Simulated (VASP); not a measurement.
Consider the following.

```
CELL_PARAMETERS angstrom
      2.55103     0.00000     0.00000
      0.00000     2.55103     0.00000
      0.00000     0.00000     2.55103
ATOMIC_POSITIONS crystal
  Re 0.00000 0.00000 0.00000
```

All values below come from PBEsol GGA, VASP's PBE PAW potentials (set 64) (plane waves; VASP). Settings: 400 eV cut-off, 16×16×16 Γ-centred mesh, tetrahedra with Blöchl corrections, potentials Re.

Problem. The job: Re (relaxed from the simple-cubic structure, space group Pm-3m), 1 atom, PBEsol, static run, 400 eV, 16×16×16 Γ-centred mesh. Roughly how much core time does it take on a busy server core?

Solution. About 20 core-seconds (one run on a shared machine, a rough figure). It had 165 irreducible k-points, 7 bands, up to 320 plane waves and 18 electronic steps.

The structure was generated: Re was put into the simple-cubic type (Pm-3m), which need not be its known phase. It was relaxed first.
